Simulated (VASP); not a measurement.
Output of a VASP run:

### OSZICAR
```
...
DAV:  11    -0.343998658710E+02    0.53498E-03   -0.18552E-02  2253   0.242E+00    0.112E-01
DAV:  12    -0.343998924072E+02   -0.26536E-04   -0.29059E-03  2304   0.864E-01    0.217E-02
DAV:  13    -0.343999129756E+02   -0.20568E-04   -0.29428E-04  2301   0.225E-01    0.222E-02
DAV:  14    -0.343999056112E+02    0.73644E-05   -0.89217E-05  2200   0.192E-01    0.500E-03
DAV:  15    -0.343999058540E+02   -0.24280E-06   -0.10452E-05  1938   0.385E-02    0.306E-03
DAV:  16    -0.343999058305E+02    0.23444E-07   -0.57468E-07   968   0.929E-03
   1 F= -.34399906E+02 E0= -.34399859E+02  d E =-.343999E+02
       N       E                     dE             d eps       ncg     rms          rms(c)
DAV:   1    -0.344133339619E+02   -0.13428E-01   -0.24347E-01  1738   0.763E+00    0.869E-01
DAV:   2    -0.344071736101E+02    0.61604E-02   -0.13869E-01  1704   0.747E+00    0.467E-01
DAV:   3    -0.344015234591E+02    0.56502E-02   -0.36165E-02  1941   0.413E+00    0.212E-01
DAV:   4    -0.344007385400E+02    0.78492E-03   -0.39748E-03  2160   0.365E-01    0.864E-02
DAV:   5    -0.344006108034E+02    0.12774E-03   -0.71710E-04  2056   0.480E-01    0.285E-02
DAV:   6    -0.344005954393E+02    0.15364E-04   -0.13424E-04  2008   0.788E-02    0.960E-03
DAV:   7    -0.344005948618E+02    0.57752E-06   -0.17915E-05  2368   0.475E-02    0.388E-03
DAV:   8    -0.344005948355E+02    0.26269E-07   -0.11633E-06   960   0.113E-02
   2 F= -.34400595E+02 E0= -.34400571E+02  d E =-.689005E-03
       N       E                     dE             d eps       ncg     rms          rms(c)
DAV:   1    -0.344006950792E+02   -0.10022E-03   -0.19173E-03  1776   0.670E-01    0.758E-02
DAV:   2    -0.344006429094E+02    0.52170E-04   -0.10009E-03  1709   0.644E-01    0.394E-02
DAV:   3    -0.344006033277E+02    0.39582E-04   -0.26551E-04  1877   0.349E-01    0.197E-02
DAV:   4    -0.344005960020E+02    0.73257E-05   -0.29807E-05  2237   0.369E-02    0.654E-03
DAV:   5    -0.344005950246E+02    0.97737E-06   -0.31691E-06  1324   0.334E-02
   3 F= -.34400595E+02 E0= -.34400569E+02  d E =-.689194E-03
       N       E                     dE             d eps       ncg     rms          rms(c)
DAV:   1    -0.344006171830E+02   -0.21181E-04   -0.42131E-04  1808   0.320E-01    0.355E-02
DAV:   2    -0.344006066552E+02    0.10528E-04   -0.22781E-04  1752   0.306E-01    0.187E-02
DAV:   3    -0.344005976197E+02    0.90354E-05   -0.58005E-05  1488   0.164E-01    0.883E-03
DAV:   4    -0.344005964072E+02    0.12125E-05   -0.63472E-06  1764   0.174E-02    0.299E-03
DAV:   5    -0.344005962905E+02    0.11670E-06   -0.73656E-07   891   0.164E-02
   4 F= -.34400596E+02 E0= -.34400571E+02  d E =-.690460E-03
       N       E                     dE             d eps       ncg     rms          rms(c)
DAV:   1    -0.344017927945E+02   -0.11964E-02   -0.34761E-02  2112   0.159E+00    0.242E-01
DAV:   2    -0.344013306209E+02    0.46217E-03   -0.70957E-03  1786   0.161E+00    0.138E-01
DAV:   3    -0.344010294876E+02    0.30113E-03   -0.22013E-03  2032   0.960E-01    0.873E-02
DAV:   4    -0.344008983716E+02    0.13112E-03   -0.28945E-04  2640   0.216E-01    0.194E-02
DAV:   5    -0.344008953869E+02    0.29847E-05   -0.51201E-05  2085   0.109E-01    0.773E-03
DAV:   6    -0.344008957983E+02   -0.41142E-06   -0.12640E-05  2101   0.358E-02    0.299E-03
DAV:   7    -0.344008957577E+02    0.40608E-07   -0.65863E-07   935   0.161E-02
   5 F= -.34400896E+02 E0= -.34400872E+02  d E =-.299467E-03
```

**OUTCAR**
```
------------------------ aborting loop because EDIFF is reached ----------------------------------------
  FORCE on cell =-STRESS in cart. coord.  units (eV):
  Direction    XX          YY          ZZ          XY          YZ          ZX
  --------------------------------------------------------------------------------------
  Total       -0.0037711     -0.0037711      0.1159572      0.0000000      0.0000000      0.0000000
  in kB       -0.0352253     -0.0352253      1.0831298      0.0000000      0.0000000      0.0000000
  external PRESSURE =       0.3375597 kB  Pullay stress =       0.0000000 kB
  volume of cell :      171.53
      direct lattice vectors                 reciprocal lattice vectors
    -2.786722287  2.786722287  5.521794623     0.000000000  0.179422256  0.090550271
     2.786722287 -2.786722287  5.521794623     0.179422256  0.000000000  0.090550271
     2.786722287  2.786722287 -5.521794623     0.179422256  0.179422256  0.000000000
 POSITION                                       TOTAL-FORCE (eV/Angst)
 -----------------------------------------------------------------------------------
      0.00000      0.00000      5.52179         0.000000      0.000000      0.000000
      2.78672     -0.00000      2.76090        -0.000000      0.000000     -0.000000
      2.78672     -2.78672      5.52179         0.000000      0.000000      0.000000
     -0.00000      2.78672      2.76090        -0.000000      0.000000      0.000000
      1.43644      1.39336      6.90224        -0.002540      0.000000      0.000000
      4.18008      1.35028     -1.38045        -0.000000      0.002540      0.000000
      1.35028      1.39336      1.38045         0.002540      0.000000      0.000000
     -1.39336      1.43644      4.14135         0.000000     -0.002540      0.000000
 -----------------------------------------------------------------------------------
    total drift:                                0.000007      0.000007      0.000003
  FREE ENERGIE OF THE ION-ELECTRON SYSTEM (eV)
  ---------------------------------------------------
  free  energy   TOTEN  =       -34.4008957577 eV

  energy  without entropy=      -34.4008483252  energy(sigma->0) =      -34.40087204

 reached required accuracy - stopping structural energy minimisation
```
(Selected blocks of OUTCAR.)

### POSCAR
```
CuGaSe2
1
   -2.7927117671     2.7927117671     5.5149691879
    2.7927117671    -2.7927117671     5.5149691879
    2.7927117671     2.7927117671    -5.5149691879
Ga Cu Se
2 2 4
Direct
  0.5000000000   0.5000000000   0.0000000000
  0.2500000000   0.7500000000   0.5000000000
  0.0000000000   0.0000000000   0.0000000000
  0.7500000000   0.2500000000   0.5000000000
  0.8750000000   0.8833323509   0.5083323509
  0.1166676491   0.6250000000   0.9916676491
  0.3750000000   0.3666676491   0.4916676491
  0.6333323509   0.1250000000   0.0083323509
```

**Question.** Write an INCAR and KPOINTS that could have produced this output.

**Answer.** One answer among several that fit: the input of the run itself, PBEsol GGA, plane waves, VASP's PBE PAW potentials (set 64).

INCAR:
```
# general
SYSTEM =CuGaSe2
PREC   =Accurate
ENCUT  =400
LREAL  =.FALSE.
LASPH  =.TRUE.

# electronic loop
EDIFF  =1E-6
NELM   =100
ALGO   =Normal
LMAXMIX=4

# smearing
ISMEAR =0
SIGMA  =0.05

# functional
GGA    =PS

# ions
IBRION =2
NSW    =60
ISIF   =3
EDIFFG =-0.02

# output
LWAVE  =.FALSE.
LCHARG =.FALSE.
```

**KPOINTS**
```
Automatic mesh
0
gamma
 5 5 5
0 0 0
```

POTCAR, in this order: Ga_d Cu Se (PBE.64 set). Program: vasp_std.

The compound is CuGaSe2 in the chalcopyrite structure. This run relaxes it. Symmetry was kept, so distortions that lower it aren't found. The start is the result of an earlier pass.
